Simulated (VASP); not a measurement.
OSZICAR of a VASP run on Ba:

**OSZICAR**
```
       N       E                     dE             d eps       ncg     rms          rms(c)
DAV:   1     0.173193058864E+03    0.17319E+03   -0.10020E+04   728   0.938E+02
DAV:   2    -0.561913360509E+02   -0.22938E+03   -0.22682E+03   867   0.218E+02
DAV:   3    -0.859734659417E+02   -0.29782E+02   -0.29558E+02   846   0.859E+01
DAV:   4    -0.878159147738E+02   -0.18424E+01   -0.18292E+01  1000   0.179E+01
DAV:   5    -0.878499932034E+02   -0.34078E-01   -0.33887E-01   981   0.247E+00    0.302E+00
DAV:   6    -0.834131046125E+02    0.44369E+01   -0.56889E+00   879   0.958E+00    0.279E+00
DAV:   7    -0.821530598224E+02    0.12600E+01   -0.61602E-01   864   0.600E+00    0.170E+00
DAV:   8    -0.832059412996E+02   -0.10529E+01   -0.41039E-01   864   0.271E+00    0.520E-01
DAV:   9    -0.815785107642E+02    0.16274E+01   -0.25672E-01   747   0.329E+00    0.216E-01
DAV:  10    -0.813692493044E+02    0.20926E+00   -0.22776E-02   960   0.920E-01    0.144E-01
DAV:  11    -0.813394411626E+02    0.29808E-01   -0.58133E-03   802   0.632E-01    0.107E-01
DAV:  12    -0.804414133283E+02    0.89803E+00   -0.92926E-02   650   0.252E+00    0.596E-02
DAV:  13    -0.802336428679E+02    0.20777E+00   -0.86023E-03   786   0.548E-01    0.529E-02
DAV:  14    -0.795558215699E+02    0.67782E+00   -0.76269E-02   641   0.267E+00    0.393E-02
DAV:  15    -0.792666590525E+02    0.28916E+00   -0.19920E-02   672   0.138E+00    0.323E-02
DAV:  16    -0.791161678457E+02    0.15049E+00   -0.78447E-03   650   0.882E-01    0.313E-02
DAV:  17    -0.790744336688E+02    0.41734E-01   -0.99208E-04   925   0.230E-01    0.309E-02
DAV:  18    -0.789631315677E+02    0.11130E+00   -0.53381E-03   647   0.825E-01    0.173E-02
DAV:  19    -0.786000937027E+02    0.36304E+00   -0.27026E-01   608   0.612E+00    0.115E-01
DAV:  20    -0.785970170839E+02    0.30766E-02   -0.37951E-03   920   0.328E-01    0.122E-01
DAV:  21    -0.786015675541E+02   -0.45505E-02   -0.91847E-05   783   0.458E-02    0.121E-01
DAV:  22    -0.786125010529E+02   -0.10933E-01   -0.35834E-04   674   0.192E-01    0.121E-01
DAV:  23    -0.786215761974E+02   -0.90751E-02   -0.34879E-03   632   0.717E-01    0.110E-01
DAV:  24    -0.786218030639E+02   -0.22687E-03   -0.14034E-04   644   0.130E-01    0.113E-01
DAV:  25    -0.786201378579E+02    0.16652E-02   -0.41778E-06   462   0.115E-02    0.113E-01
DAV:  26    -0.786214108017E+02   -0.12729E-02   -0.15894E-04   647   0.141E-01    0.116E-01
DAV:  27    -0.786165481505E+02    0.48627E-02   -0.43734E-04   890   0.162E-01    0.123E-01
DAV:  28    -0.785905271624E+02    0.26021E-01   -0.38646E-03   620   0.787E-01    0.131E-01
DAV:  29    -0.786023828531E+02   -0.11856E-01   -0.12533E-03   709   0.338E-01    0.130E-01
DAV:  30    -0.785972243814E+02    0.51585E-02   -0.39220E-03   632   0.689E-01    0.131E-01
DAV:  31    -0.785856326079E+02    0.11592E-01   -0.14523E-03   805   0.420E-01    0.137E-01
DAV:  32    -0.785913450450E+02   -0.57124E-02   -0.16641E-04   846   0.116E-01    0.137E-01
DAV:  33    -0.785980307843E+02   -0.66857E-02   -0.31665E-04   653   0.181E-01    0.139E-01
DAV:  34    -0.786012787760E+02   -0.32480E-02   -0.33408E-05   716   0.330E-02    0.140E-01
DAV:  35    -0.786007457426E+02    0.53303E-03   -0.25746E-05   533   0.497E-02    0.140E-01
DAV:  36    -0.785944524767E+02    0.62933E-02   -0.40173E-04   629   0.213E-01    0.140E-01
DAV:  37    -0.786092422840E+02   -0.14790E-01   -0.76690E-03   614   0.893E-01    0.142E-01
DAV:  38    -0.786151185649E+02   -0.58763E-02   -0.32905E-03   644   0.610E-01    0.146E-01
DAV:  39    -0.786110159501E+02    0.41026E-02   -0.15521E-04   782   0.871E-02    0.149E-01
DAV:  40    -0.786110016136E+02    0.14337E-04   -0.80794E-04   675   0.275E-01    0.141E-01
DAV:  41    -0.786189442838E+02   -0.79427E-02   -0.14612E-02   620   0.123E+00    0.124E-01
DAV:  42    -0.786153860366E+02    0.35582E-02   -0.16866E-02   662   0.131E+00    0.107E-01
DAV:  43    -0.786154680934E+02   -0.82057E-04   -0.58484E-04   932   0.977E-02    0.108E-01
DAV:  44    -0.786162247753E+02   -0.75668E-03   -0.24137E-05   603   0.412E-02    0.107E-01
DAV:  45    -0.786207153841E+02   -0.44906E-02   -0.26907E-03   617   0.508E-01    0.112E-01
DAV:  46    -0.786266414762E+02   -0.59261E-02   -0.41718E-03   620   0.622E-01    0.103E-01
DAV:  47    -0.786215341293E+02    0.51073E-02   -0.59663E-03   629   0.744E-01    0.960E-02
DAV:  48    -0.786215219036E+02    0.12226E-04   -0.23890E-04   919   0.912E-02    0.971E-02
DAV:  49    -0.786198544444E+02    0.16675E-02   -0.93974E-05   700   0.986E-02    0.975E-02
DAV:  50    -0.786211346556E+02   -0.12802E-02   -0.36444E-04   623   0.203E-01    0.958E-02
DAV:  51    -0.786152959650E+02    0.58387E-02   -0.21973E-03   626   0.450E-01    0.913E-02
DAV:  52    -0.786157662185E+02   -0.47025E-03   -0.41126E-05   773   0.340E-02    0.909E-02
DAV:  53    -0.786176518963E+02   -0.18857E-02   -0.48589E-05   694   0.553E-02    0.872E-02
DAV:  54    -0.786172305922E+02    0.42130E-03   -0.49725E-04   641   0.195E-01    0.802E-02
DAV:  55    -0.786251912619E+02   -0.79607E-02   -0.24201E-04   755   0.107E-01    0.803E-02
DAV:  56    -0.785973485325E+02    0.27843E-01   -0.81699E-03   629   0.940E-01    0.978E-02
DAV:  57    -0.786010843033E+02   -0.37358E-02   -0.20304E-04   913   0.895E-02    0.974E-02
DAV:  58    -0.786013818752E+02   -0.29757E-03   -0.64659E-06   504   0.225E-02    0.971E-02
DAV:  59    -0.786036186600E+02   -0.22368E-02   -0.75014E-05   626   0.895E-02    0.970E-02
DAV:  60    -0.786025575698E+02    0.10611E-02   -0.13618E-04   614   0.125E-01    0.978E-02
DAV:  61    -0.786144681628E+02   -0.11911E-01   -0.15345E-03   847   0.304E-01    0.769E-02
DAV:  62    -0.785903545799E+02    0.24114E-01   -0.12475E-02   614   0.115E+00    0.666E-02
DAV:  63    -0.785838984968E+02    0.64561E-02   -0.66906E-04   874   0.183E-01    0.585E-02
DAV:  64    -0.785977342780E+02   -0.13836E-01   -0.34057E-03   617   0.591E-01    0.629E-02
DAV:  65    -0.785838387378E+02    0.13896E-01   -0.68616E-03   623   0.860E-01    0.868E-02
DAV:  66    -0.785674002578E+02    0.16438E-01   -0.57143E-03   662   0.731E-01    0.928E-02
DAV:  67    -0.785685376713E+02   -0.11374E-02   -0.18649E-04   796   0.570E-02    0.904E-02
DAV:  68    -0.785694830180E+02   -0.94535E-03   -0.13753E-05   515   0.360E-02    0.885E-02
DAV:  69    -0.785686152797E+02    0.86774E-03   -0.51452E-05   650   0.699E-02    0.887E-02
DAV:  70    -0.785784370951E+02   -0.98218E-02   -0.28349E-03   614   0.529E-01    0.836E-02
DAV:  71    -0.785835346886E+02   -0.50976E-02   -0.25490E-04   813   0.124E-01    0.960E-02
DAV:  72    -0.785844376102E+02   -0.90292E-03   -0.29797E-05   634   0.488E-02    0.965E-02
DAV:  73    -0.785864824461E+02   -0.20448E-02   -0.15567E-05   577   0.306E-02    0.966E-02
DAV:  74    -0.785865976076E+02   -0.11516E-03   -0.79351E-07   349   0.675E-03    0.964E-02
DAV:  75    -0.785852706403E+02    0.13270E-02   -0.64738E-05   617   0.816E-02    0.968E-02
DAV:  76    -0.785862222704E+02   -0.95163E-03   -0.65250E-04   817   0.201E-01    0.639E-02
DAV:  77    -0.785868974988E+02   -0.67523E-03   -0.22848E-04   928   0.873E-02    0.546E-02
DAV:  78    -0.785920603758E+02   -0.51629E-02   -0.31038E-04   696   0.150E-01    0.501E-02
DAV:  79    -0.785988335239E+02   -0.67731E-02   -0.31707E-03   620   0.570E-01    0.506E-02
DAV:  80    -0.786032424056E+02   -0.44089E-02   -0.20650E-04   890   0.967E-02    0.622E-02
DAV:  81    -0.786211914724E+02   -0.17949E-01   -0.64534E-03   623   0.828E-01    0.858E-02
DAV:  82    -0.786154850739E+02    0.57064E-02   -0.11480E-03   611   0.344E-01    0.711E-02
DAV:  83    -0.786103167620E+02    0.51683E-02   -0.81414E-04   620   0.288E-01    0.547E-02
DAV:  84    -0.786033882121E+02    0.69285E-02   -0.81378E-04   656   0.299E-01    0.509E-02
DAV:  85    -0.785994609065E+02    0.39273E-02   -0.95192E-04   628   0.311E-01    0.544E-02
DAV:  86    -0.786009818686E+02   -0.15210E-02   -0.34292E-04   617   0.196E-01    0.532E-02
DAV:  87    -0.786013323439E+02   -0.35048E-03   -0.29774E-05   501   0.576E-02    0.499E-02
DAV:  88    -0.786013593160E+02   -0.26972E-04   -0.64377E-06   322   0.269E-02    0.488E-02
DAV:  89    -0.786008663883E+02    0.49293E-03   -0.14131E-04   614   0.125E-01    0.509E-02
DAV:  90    -0.786012436974E+02   -0.37731E-03   -0.23798E-05   563   0.441E-02    0.529E-02
DAV:  91    -0.786017001850E+02   -0.45649E-03   -0.15722E-03   614   0.405E-01    0.354E-02
DAV:  92    -0.786019183648E+02   -0.21818E-03   -0.28725E-04   617   0.178E-01    0.417E-02
DAV:  93    -0.786018882207E+02    0.30144E-04   -0.55869E-05   617   0.700E-02    0.444E-02
DAV:  94    -0.786016271370E+02    0.26108E-03   -0.63304E-06   357   0.254E-02    0.437E-02
DAV:  95    -0.786011337959E+02    0.49334E-03   -0.81904E-06   313   0.303E-02    0.440E-02
DAV:  96    -0.786115240037E+02   -0.10390E-01   -0.12671E-02   608   0.117E+00    0.287E-02
DAV:  97    -0.786106346304E+02    0.88937E-03   -0.60385E-04   678   0.246E-01    0.267E-02
DAV:  98    -0.786076069994E+02    0.30276E-02   -0.26291E-03   608   0.537E-01    0.238E-02
DAV:  99    -0.786075605813E+02    0.46418E-04   -0.31538E-05   743   0.299E-02    0.238E-02
DAV: 100    -0.786066924728E+02    0.86811E-03   -0.23276E-04   632   0.160E-01
   1 F= -.78606692E+02 E0= -.78605987E+02  d E =-.786067E+02
```

### Question
Which electronic solver shows in the log?

### Answer
It is blocked Davidson (ALGO = Normal, or the opening steps of other solvers). The INCAR had ALGO = Normal.

### Question
Can the final energy be trusted as converged?

### Answer
The run did not converge; its last values are not results. It stopped with EDIFF = 1E-5, NELM = 100, NSW = 50 and EDIFFG = -0.03 after 1 ionic step (r2SCAN meta-GGA, plane waves, VASP's PBE PAW potentials (set 64)). The run did not end as a converged relaxation.

The cell is a thin slab with vacuum, built from Ba (bcc): (110) face.
